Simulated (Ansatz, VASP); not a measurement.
# Cross-check of Sb between VASP and Ansatz, part 2 of 2

Aim: how closely do two programs agree when they are given the same cell, functional and k mesh?  Valence electrons are named where the data sets of a main pair hold unlike numbers.

VASP 6.6.1 and Ansatz 0.2.0.

So far. Step 2 (Ansatz: single point, PBEsol): The run ends at a pressure of 0.53 GPa, with forces up to 0.039 eV/Å. Step 3 (VASP: single point, PBEsol): The run ends at a pressure of 0.72 GPa, with forces up to 0.095 eV/Å.

## 6. VASP: relaxation, PBEsol

Level of this step: PBEsol; plane waves and PAW (Sb) (VASP).

This run makes the geometry at which the two programs are then compared. The cell compared in this pair holds 60.59 Å³, against 59.92 Å³ for the pair before.

The input, INCAR:

```
SYSTEM = Sb
PREC = Accurate
ENCUT = 450
EDIFF = 1E-06
NELM = 100
ISMEAR = 1
SIGMA = 0.15
LREAL = .FALSE.
ALGO = Normal
GGA = PS
NBANDS = 11
LORBIT = 11
LWAVE = .FALSE.
LCHARG = .FALSE.
KPAR = 2
IBRION = 2
NSW = 30
ISIF = 4
EDIFFG = -0.01
```

The input, POSCAR:

```
Sb
1.0
    2.1744144863      1.2553987890      3.6994490740
   -2.1744144863      1.2553987890      3.6994490740
    0.0000000000     -2.5107975780      3.6994490740
Sb
2
Direct
    0.7638831957      0.7638831957      0.7638831957
    0.2361168043      0.2361168043      0.2361168043
```

The input, KPOINTS:

```
Automatic mesh
0
Gamma
12 12 12
0 0 0
```

PAW data sets: Sb (PBE family, release 64).

Started as:

```bash
$ mpirun -np 2 vasp_std
```

Numbers of over 12 decimals in the logs are rounded to 6 here.

Log:

```text
[banner, memory and clock lines left out]
running    2 mpi-ranks, on    1 nodes
[...]
[... a notice as in an earlier step ...]

 LDA part: xc-table for (Slater+PW92), standard interpolation
 POSCAR, INCAR and KPOINTS ok, starting setup
[...]
entering main loop
       N       E                     dE             d eps       ncg     rms          rms(c)
DAV:   1     0.311601644577E+02    0.31160E+02   -0.33241E+03  4158   0.636E+02
DAV:   2    -0.744126289653E+01   -0.38601E+02   -0.37305E+02  5616   0.107E+02
DAV:   3    -0.911225717908E+01   -0.16710E+01   -0.16529E+01  4948   0.251E+01
DAV:   4    -0.912780018780E+01   -0.15543E-01   -0.15539E-01  4711   0.286E+00
[...]
DAV:   8    -0.911422401890E+01   -0.32432E-04   -0.11042E-04  4776   0.739E-02    0.173E-02
DAV:   9    -0.911423088032E+01   -0.68614E-05   -0.13015E-05  4695   0.226E-02    0.409E-03
DAV:  10    -0.911423041409E+01    0.46623E-06   -0.19025E-06  3370   0.765E-03
   1 F= -.91142304E+01 E0= -.91146302E+01  d E =-.911423E+01
[... from here on, the cycles between the ionic steps are left out ...]
   2 F= -.91145739E+01 E0= -.91149614E+01  d E =-.343458E-03
   3 F= -.91148120E+01 E0= -.91151757E+01  d E =-.581601E-03
   4 F= -.91148126E+01 E0= -.91151775E+01  d E =-.582172E-03
   5 F= -.91148396E+01 E0= -.91152103E+01  d E =-.269859E-04
 trial-energy change:   -0.000027  1 .order   -0.000027   -0.000039   -0.000015
 step:   2.1759(harm=  2.1759)  dis= 0.00013  next Energy=    -9.114844 (dE=-0.312E-04)
 reached required accuracy - stopping structural energy minimisation
```

Parts of OUTCAR (step 6):

```text
  Total       -0.2486907     -0.2486907     -0.2333807      0.0000000      0.0000000      0.0000000
  in kB       -6.5759404     -6.5759404     -6.1711097      0.0000000      0.0000000      0.0000000
  external PRESSURE =      -6.4409969 kB  Pullay stress =       0.0000000 kB

 POSITION                                       TOTAL-FORCE (eV/Angst)
 -----------------------------------------------------------------------------------
      0.00000      0.00000      8.51320        -0.000000      0.000000     -0.001800
      0.00000      0.00000      2.62076         0.000000     -0.000000      0.001800
 -----------------------------------------------------------------------------------
    total drift:                               -0.000000     -0.000000      0.000000

  FREE ENERGIE OF THE ION-ELECTRON SYSTEM (eV)
  ---------------------------------------------------
  free  energy   TOTEN  =        -9.1148395721 eV

  energy  without entropy=       -9.1159516537  energy(sigma->0) =       -9.11521027

 reached required accuracy - stopping structural energy minimisation

[... 3 further parts left out ...]
[key lines of the parts left out:]
E-fermi :   7.0147
```

The run keeps the 12 symmetry operations of its start, so it cannot find a distortion of lower symmetry.

## 7. Ansatz: single point, PBEsol, volume scaled by 1.015

The same cell, functional, mesh and smearing now go to Ansatz, which takes its cutoff from its data sets.

The structure compared here is the end of the VASP relaxation.

The input, input.yaml:

```yaml
crystal:
  lattice:
    - [2.17093475, 1.25338976, 3.71131808]
    - [-2.17093475, 1.25338976, 3.71131808]
    - [0.0, -2.50677952, 3.71131808]
  atoms:
    - { symbol: Sb, position: [0.76461585, 0.76461585, 0.76461585] }
    - { symbol: Sb, position: [0.23538415, 0.23538415, 0.23538415] }
hamiltonian:
  xc: pbesol
  pseudopotentials: { kind: paw }
kpoints:
  mp_grid: { grid: [12, 12, 12] }
scf:
  occupations: { method: methfessel_paxton, width: 0.15 }
  n_extra_bands: 4
output:
  forces: true
  stress: true
  eigenvalues: true
  write_density: true
  write_potential: true
  elf: true
  volumetric_format: npy
```

Started as:

```bash
$ ansatz run input.yaml --threads 2 --pin off --max-ram 4608MiB --backend cpu --events-out ev --progress --plain --runs-dir out
```

Log:

```text
[...]
Crystal: 2 atoms, lattice volume = 60.592 Å³
Basis set: ecut = 420 eV, 1195 PW (Γ), exchange–correlation on 60×60×60 points (8 copies of the dense FFT grid, shifted against one another)
Bands: 19, of which v1, the nominal top of the filled ones, is band 15 counted from 1 (14 counted from 0)
Symmetry: 12 space group operations
[...]
k-points: 189 of 1728
[...]
--- Band table (eV; the first three rows and the last of 189) ---
  k-point 0: bands = [... 11 lower, 5.0171, 7.9142, 8.0669, 8.0669, 12.1212, 12.6206, 12.6206, 14.8709]
  k-point 1: bands = [... 11 lower, 4.6675, 7.9376, 8.0567, 8.2225, 12.0392, 12.3955, 12.4062, 14.5576]
  k-point 2: bands = [... 11 lower, 3.8476, 7.9553, 8.0362, 8.5489, 11.6893, 11.8668, 11.8722, 14.3954]
  k-point 188: bands = [... 11 lower, 0.7858, 8.6045, 8.6045, 9.3386, 9.8520, 9.8520, 10.7660, 17.0360]
[key lines of the parts left out:]
SCF converged after 6 iterations
Free energy (F): -12816.168999 eV
Fermi energy:    9.804560 eV
P = ⅓ Tr σ = -0.8007 GPa (-8.007 kbar)
```

Elapsed: 7.5 s, on 2 threads of Arm Neoverse V2, shared host; peak memory 0.44 GiB.

The run ends at a pressure of -0.80 GPa, with forces up to 0.047 eV/Å.

## 8. Side by side

What differs besides the data sets and the points named for the pairs above, as far as they apply: the data sets hold 30 valence electrons in Ansatz (on its default PAW (the set named soft_2) files) and 10 in VASP; the cutoff is 420 eV in Ansatz and 450 eV in VASP. Total energies have different zeros and are not compared.

The two programs side by side:

```
      quantity  Ansatz   VASP  difference
pressure (GPa)   -0.80  -0.64       -0.16
```

At this near-relaxed geometry the largest component of a force difference is 49 meV/Å. Ansatz's pressure holds a Pulay correction of 0.03 GPa; VASP's holds none.

## 9. Further runs

Further runs change the set-up of one program: Ansatz's method, potentials or start, or VASP's data sets, cutoff or form of LDA. The table gives Ansatz less VASP for each quantity, since a change that brings one quantity closer may part another.

| run | r.m.s. force difference (meV/Å) | pressure (GPa) |
| --- | --- | --- |
| as above | 28 | -0.16 |
| cores kept as stored | 28 | -0.16 |
| Ansatz's all-electron LAPW method | 28 | -0.15 |
| Ansatz's larger PAW set (cutoff 430 eV) | 28 | -0.15 |
| norm-conserving potentials (cutoff 1088 eV) | 23 | -0.20 |

## 10. Summary of results

```
r.m.s. force difference (single point, PBEsol)                         : 32 meV/Å
r.m.s. force difference (single point, PBEsol, volume scaled by 1.015) : 28 meV/Å
```

The r.m.s. force difference is 32 meV/Å (single point, PBEsol), beyond the 12 meV/Å picked in this series as the mark of a large difference. The data sets hold unlike numbers of valence electrons (30 in Ansatz and 10 in VASP), so part of the differences comes from the potentials. For single point, PBEsol, no further run moves any of the tabulated differences by more than a quarter of its size. Single point, PBEsol, volume scaled by 1.015, norm-conserving potentials (cutoff 1088 eV): the difference in pressure goes from -0.16 to -0.20 GPa. Such differences can come from data sets, numerical settings and the points named under the comparisons, not from the functional's error against experiment.

[Lines on the potential files, build, host, timing and source positions are cut from VASP's logs without a mark.]

[Logs are printed without paths, hosts, clocks, repeated set-up lines and the standing remarks that a program may print on its own settings, such as how far it seeks lower states.]

[Hosts, paths, dates, database ids (printed as entryN), source tags and the programs' standing remarks are cut or masked in the printed files.]
